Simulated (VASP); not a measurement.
# Smearing width and scheme in fcc Cu: drift of free energy, extrapolated energy and pressure at LDA

A common rule of thumb says that a smearing width is safe for a metal as long as the smearing term stays below about 1 meV per atom. The rule matters because a wide smearing steadies the sum over k points, while it also changes the energy and the pressure that are being sought. Here fcc Cu is run at fixed cell and fixed k mesh with two schemes and five widths each. Errors are counted from the Gaussian run at 0.01 eV, which is a common zero and not the converged answer: on this mesh it has a sampling error of its own.

## Set-up

One crystal without a Kohn-Sham gap, Cu (fcc) (known phase), at LDA; single-point runs at fixed cell and atoms on one k mesh (11×11×11), only the smearing changed. Program: VASP 6.6.1, plane waves and PAW (data sets made for PBE of release 64), scalar-relativistic without spin-orbit coupling, no spin polarisation. Cutoff 400 eV; on the k meshes the divisions times the cell-vector length are 28 Å or more.

Notes on method and selection:

- For Gaussian or Fermi-Dirac smearing the free energy falls as σ² times the density of states at the Fermi level; Methfessel-Paxton schemes cancel the leading order.
- At the smallest widths the mesh is too coarse for the step in the occupations, so the reference carries its own sampling error.
- Runs that did not converge, have known faults or may not be shown are not listed, and runs on Ansatz's PAW sets soft_1 and soft_2 are kept to separate tables.

Columns:

- width (eV): smearing width SIGMA.
- free-energy error (meV/atom): free energy per atom minus that of the run with Gaussian smearing of 0.01 eV.
- energy error (meV/atom): energy per atom, extrapolated to zero smearing as the program prints it, minus that of the run with Gaussian smearing of 0.01 eV.
- pressure error (GPa): pressure minus that of the run with Gaussian smearing of 0.01 eV, compression positive.
- smearing term (meV/atom): free energy minus the extrapolated energy, per atom.

## The series

```
member       scheme                          width (eV)  free-energy error (meV/atom)  energy error (meV/atom)  pressure error (GPa)  smearing term (meV/atom)
σ = 0.01 eV  Gaussian                        0.01        0.000                         0.000                    0.0000                −0.006
σ = 0.05 eV  Gaussian                        0.05        −0.051                        −0.026                   −0.0029               −0.032
σ = 0.1 eV   Gaussian                        0.10        −0.194                        0.122                    −0.0007               −0.322
σ = 0.2 eV   Gaussian                        0.20        −1.645                        0.500                    0.0298                −2.152
σ = 0.5 eV   Gaussian                        0.50        −14.810                       2.003                    0.2949                −16.819
σ = 0.01 eV  Methfessel-Paxton, first order  0.01        0.017                         0.009                    0.0000                0.001
σ = 0.05 eV  Methfessel-Paxton, first order  0.05        −0.033                        −0.086                   −0.0161               0.046
σ = 0.1 eV   Methfessel-Paxton, first order  0.10        0.145                         −0.058                   −0.0123               0.196
σ = 0.2 eV   Methfessel-Paxton, first order  0.20        0.519                         0.369                    −0.0218               0.143
σ = 0.5 eV   Methfessel-Paxton, first order  0.50        2.178                         1.015                    0.0529                1.156
```

## What drives the series

With Gaussian smearing the free energy falls at every step in width, to −14.810 meV/atom at 0.5 eV. With first-order Methfessel-Paxton smearing it ends at +2.178 meV/atom. The extrapolated energies stay within 0.5 meV/atom of the reference up to 0.2 eV in both schemes.

A model with two parameters follows from three assumptions: the levels do not move with the width σ, they are dense on the scale of σ, and their density g (per eV and atom, both spins) is constant near the Fermi level ε_F.

1. Gaussian smearing replaces the step in the occupations by ½ erfc(x), with x = (ε − ε_F)/σ. Lifting electrons across ε_F costs gσ²/4.
2. The entropy-like term is −σ exp(−x²)/(2√π) for each level, which integrates to −gσ²/2.
3. The sum is −gσ²/4. With a constant a for the offset of the reference, the free-energy error is ΔF = a − bσ², where b = g/4.

For Gaussian smearing the extrapolated energy lies halfway between the energy with and without the entropy-like term, so the σ² part cancels. First-order Methfessel-Paxton smearing adds σ exp(−x²)/(4√π) per level to the Gaussian free energy, which is the same correction. Hence b = 0 for this scheme, and its free energy should equal the Gaussian extrapolated energy at the same width. The table bears this out: 0.519 against 0.500 meV/atom at 0.2 eV, and 2.178 against 2.003 at 0.5 eV.

The pressure is minus the volume derivative of the free energy, so Gaussian smearing adds (σ²/4) dg/dV, with V the volume per atom. Bands narrow on expansion, g grows, and the added pressure is positive, as found at 0.2 and 0.5 eV. Extrapolation mends the Gaussian energy but leaves this pressure in place: 0.2949 GPa at 0.5 eV, against 0.0529 GPa with Methfessel-Paxton smearing.

## The model against the table

The two parameters are fixed on the Gaussian runs at 0.01 and 0.2 eV. With energies in meV/atom and widths in eV:

b = (0.000 + 1.645) / (0.04 − 0.0001) = 41.23 meV/(atom eV²)

a = 0.000 + 41.23 × 0.0001 = 0.004 meV/atom

Four other runs then follow, each miss being table minus model:

- Gaussian, 0.05 eV: 0.004 − 41.23 × 0.0025 = −0.099 meV/atom. The table has −0.051, a miss of +0.048.
- Gaussian, 0.1 eV: 0.004 − 41.23 × 0.01 = −0.408 meV/atom. The table has −0.194, a miss of −0.194 + 0.408 = 0.214.
- Gaussian, 0.5 eV: 0.004 − 41.23 × 0.25 = −10.303 meV/atom. The table has −14.810, a miss of −14.810 + 10.303 = −4.507.
- Methfessel-Paxton, 0.5 eV: 0.004 − 0 × 0.25 = 0.004 meV/atom. The table has 2.178, a miss of 2.178 − 0.004 = 2.174.

For the other four Methfessel-Paxton runs the model again gives 0.004 meV/atom, and the largest miss among them is 0.519 − 0.004 = 0.515 meV/atom, at 0.2 eV. Over all eight runs not used to fix the parameters, the mean size of the miss is 0.96 meV/atom, against a mean deviation of 3.3 meV/atom about their own average. The model thus carries the main contrast between the schemes and the order of magnitude of the Gaussian fall. It is too crude for errors of a few tenths of a meV: at 0.1 eV it gives twice the tabulated fall.

## Departures from the trend

The largest miss, −4.507 meV/atom, is that of the Gaussian run at 0.5 eV. The assumption of dense levels is the first to fail. The smearing term gives an apparent density g = −4 × term/σ², which is 4 × 0.322 / 0.01 / 1000 = 0.129 per eV and atom at 0.1 eV, but 4 × 2.152 / 0.04 / 1000 = 0.215 at 0.2 eV and 4 × 16.819 / 0.25 / 1000 = 0.269 at 0.5 eV. A b fixed at 0.2 eV is therefore too small for the widest smearing. The Fermi energy, which also shifts irregularly at small widths, points to the same coarse sampling.

The Methfessel-Paxton run at 0.5 eV misses by +2.174 meV/atom. Here a density that curves upward around the Fermi level, as the d band below it may cause, would add +g″σ⁴/32, and it would lower the Gaussian free energy further. Such a term shrinks with the fourth power of the width, whose ratio is 0.2 / 0.5 = 0.4. That leaves 2.178 × 0.4 × 0.4 × 0.4 × 0.4 = 0.056 meV/atom at 0.2 eV, where the table has 0.519. Most of that smaller error more likely belongs to the sampling error of the reference. The same may hold for much of the miss at 0.5 eV, since a wide smearing averages out the sampling error of its own run but not that of the reference. The table cannot separate the two causes.

## Conclusions and limits

The rule of thumb separates the runs close to the reference from those further off, but it does not test the k mesh: runs with a small smearing term may share the sampling error of the reference. Where the smearing term is below 1 meV/atom in size, the free-energy error is at most 0.519 meV/atom; in the other three runs it is at least 1.645 in size. The pressure error divides the same way, though narrowly: at most 0.0218 GPa in size against at least 0.0298 GPa. This covers one mesh, and a further converged run of the series is not tabled.

Two effects that have nothing to do with smearing exceed the whole spread of 17 meV/atom and 0.32 GPa. Zero-point motion would add roughly +30 meV/atom and nearly +1 GPa. The overbinding of LDA makes the pressure at the measured volume too low by roughly 10 GPa.

[Logs are printed without paths, hosts, clocks, repeated set-up lines and the standing remarks that a program may print on its own settings, such as how far it seeks lower states.]
